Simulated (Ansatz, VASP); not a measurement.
MnRh: VASP beside Ansatz

```
Mn Rh
1.0
     2.95406    0.00000    0.00000
     0.00000    2.95406    0.00000
     0.00000    0.00000    2.95406
Mn Rh
1 1
Direct
  0.00000 0.00000 0.00000
  0.50000 0.50000 0.50000
```

Alike in both runs: functional LDA; k mesh 14 × 14 × 14; occupations gaussian, width 0.1 eV; collinear spin.

Ansatz relaxed the structure, and its values are those at the end. VASP's run is a single point on that final structure, the one shown.

|  | VASP | Ansatz |
| --- | --- | --- |
| version | VASP 6.6.1 | Ansatz 0.2.0 |
| potentials or method | VASP PAW LDA potentials, release 64 (Mn_pv, Rh_pv) | scalar-relativistic, plane waves, PAW |
| plane-wave cutoff (eV) | 520 | 420 |
| valence electrons in the cell | 28 | 32 |

VASP gave:

```
gap on the k mesh at the Fermi level (eV)                     : none
pressure (GPa)                                                : -0.2
net moment per atom (μB)                                      : 1.97
size of the moment on the site where the two differ most (μB) : 3.19
```

Task: What did Ansatz give for the same quantities?

Result: gap on the k mesh at the Fermi level (eV): none; pressure (GPa): 0.0; net moment per atom (μB): 1.99; size of the moment on the site where the two differ most (μB): 3.21.

Site moments also hang on the region over which each program counts them. A gap of «none» marks a metal or a gap that the smearing closes. The two sets of potentials don't hold the same shells in valence.
